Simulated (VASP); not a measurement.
Output of a VASP run:

### OSZICAR
```
       N       E                     dE             d eps       ncg     rms          rms(c)
DAV:   1     0.962772785518E+02    0.96277E+02   -0.97465E+03  2888   0.138E+03
DAV:   2    -0.358227524271E+02   -0.13210E+03   -0.12733E+03  3076   0.361E+02
DAV:   3    -0.385568350216E+02   -0.27341E+01   -0.26429E+01  3572   0.520E+01
DAV:   4    -0.385860383504E+02   -0.29203E-01   -0.29132E-01  3344   0.541E+00
DAV:   5    -0.385868862254E+02   -0.84787E-03   -0.84723E-03  4056   0.727E-01    0.162E+01
DAV:   6    -0.332995402231E+02    0.52873E+01   -0.77410E+00  3016   0.371E+01    0.400E+00
DAV:   7    -0.332507018995E+02    0.48838E-01   -0.84448E-01  3056   0.112E+01    0.208E+00
DAV:   8    -0.332727125476E+02   -0.22011E-01   -0.30349E-02  3060   0.218E+00    0.909E-01
DAV:   9    -0.332786210962E+02   -0.59085E-02   -0.28966E-02  3076   0.198E+00    0.463E-01
DAV:  10    -0.332780013808E+02    0.61972E-03   -0.31608E-03  3260   0.701E-01    0.175E-01
DAV:  11    -0.332780176279E+02   -0.16247E-04   -0.57640E-04  3260   0.290E-01    0.325E-02
DAV:  12    -0.332779714913E+02    0.46137E-04   -0.59395E-05  3100   0.942E-02    0.849E-03
DAV:  13    -0.332779405658E+02    0.30925E-04   -0.12026E-05  3444   0.444E-02    0.651E-03
DAV:  14    -0.332779407592E+02   -0.19337E-06   -0.81547E-07  3356   0.116E-02    0.258E-03
DAV:  15    -0.332779408791E+02   -0.11994E-06   -0.25888E-07  3112   0.621E-03    0.103E-03
DAV:  16    -0.332779404027E+02    0.47645E-06   -0.94291E-08  1904   0.386E-03    0.180E-04
DAV:  17    -0.332779407657E+02   -0.36301E-06   -0.26725E-08  1612   0.167E-03    0.189E-04
DAV:  18    -0.332779407764E+02   -0.10703E-07   -0.18021E-09  1580   0.502E-04
   1 F= -.33277941E+02 E0= -.33277941E+02  d E =0.000000E+00
       N       E                     dE             ncg
```

**OUTCAR**
```
------------------------ aborting loop because EDIFF is reached ----------------------------------------
  FORCE on cell =-STRESS in cart. coord.  units (eV):
  Direction    XX          YY          ZZ          XY          YZ          ZX
  --------------------------------------------------------------------------------------
  Total       -0.0214646     -0.0214646     -0.0214646      0.0000000      0.0000000      0.0000000
  in kB       -1.3019420     -1.3019420     -1.3019420      0.0000000      0.0000000      0.0000000
  external PRESSURE =      -1.3019420 kB  Pullay stress =       0.0000000 kB
  volume of cell :       26.41
      direct lattice vectors                 reciprocal lattice vectors
     2.978155799  0.000000000  0.000000000     0.335778269  0.000000000  0.000000000
     0.000000000  2.978155799  0.000000000     0.000000000  0.335778269  0.000000000
     0.000000000  0.000000000  2.978155799     0.000000000  0.000000000  0.335778269
 POSITION                                       TOTAL-FORCE (eV/Angst)
 -----------------------------------------------------------------------------------
      1.48908      1.48908      1.48908         0.000000      0.000000      0.000000
      0.00000      0.00000      0.00000         0.000000      0.000000      0.000000
 -----------------------------------------------------------------------------------
    total drift:                                0.000000      0.000000      0.000000
  FREE ENERGIE OF THE ION-ELECTRON SYSTEM (eV)
  ---------------------------------------------------
  free  energy   TOTEN  =       -33.2779407764 eV

  energy  without entropy=      -33.2779407764  energy(sigma->0) =      -33.27794078

 total charge

# of ion       s       p       d       tot
------------------------------------------
    1        0.391   0.437   0.000   0.828
    2        0.342   6.258   6.213  12.812
--------------------------------------------------
tot          0.733   6.695   6.213  13.640
```
(Selected blocks of OUTCAR.)

### POSCAR
```
RuAl
1
    2.9781557989     0.0000000000     0.0000000000
    0.0000000000     2.9781557989     0.0000000000
   -0.0000000000    -0.0000000000     2.9781557989
Al Ru
1 1
Direct
  0.5000000000   0.5000000000   0.5000000000
  0.0000000000   0.0000000000   0.0000000000
```

### Question
Reconstruct the remaining input files.

### Answer
This is not unique; one that fits is the input of the run itself, r2SCAN+rVV10, plane waves, VASP's PBE PAW potentials (set 64).

**KPOINTS_OPT**
```
k-points along high-symmetry lines
10
Line-mode
Reciprocal
  0.000000   0.000000   0.000000 ! GAMMA
  0.000000   0.500000   0.000000 ! X

  0.000000   0.500000   0.000000 ! X
  0.500000   0.500000   0.000000 ! M

  0.500000   0.500000   0.000000 ! M
  0.000000   0.000000   0.000000 ! GAMMA

  0.000000   0.000000   0.000000 ! GAMMA
  0.500000   0.500000   0.500000 ! R

  0.500000   0.500000   0.500000 ! R
  0.000000   0.500000   0.000000 ! X

  0.500000   0.500000   0.500000 ! R
  0.500000   0.500000   0.000000 ! M
```

**KPOINTS**
```
Automatic mesh
0
Gamma
14 14 14
0 0 0
```

**INCAR**
```
! general
SYSTEM   = RuAl
PREC     = Accurate
ENCUT    = 520
LREAL    = .FALSE.
LASPH    = .TRUE.

! electronic loop
EDIFF    = 1E-7
NELM     = 100
ALGO     = Normal
LMAXMIX  = 4
LMIXTAU  = .TRUE.

! smearing
ISMEAR   = -5

! functional
METAGGA  = R2SCAN
LUSE_VDW = .TRUE.
BPARAM   = 11.95
CPARAM   = 0.0093

! ions
ISIF     = 2

! output
LWAVE    = .FALSE.
LCHARG   = .FALSE.
LORBIT   = 11
NEDOS    = 601
```

POTCAR, in this order: Al Ru_pv (PBE.64 set). Program: vasp_std.

For a metal the tetrahedron method with Blöchl corrections gives inexact stress and forces.

The compound is RuAl in the CsCl type structure. It was relaxed first. The electron count is odd and the run is not spin-polarised, which forces a metal.
